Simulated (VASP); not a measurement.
Given:

```yaml
crystal:
  lattice:
    - [0.00000, 2.76508, 2.76508]
    - [2.76508, 0.00000, 2.76508]
    - [2.76508, 2.76508, 0.00000]
  atoms:
    - { symbol: Al, position: [0.00000, 0.00000, 0.00000] }
    - { symbol: P, position: [0.25000, 0.25000, 0.25000] }
```

Level of theory: revPBE GGA, VASP's PBE PAW potentials (set 64) (plane waves; VASP). Settings: 520 eV cut-off, 9×9×9 Γ-centred mesh, tetrahedra with Blöchl corrections, potentials Al P.

Question: Estimate the energy per atom (σ→0).

Answer: 
```yaml
energy per atom (σ→0): -4.956 eV/atom
```

The compound is AlP in the zinc blende structure. It was relaxed first.
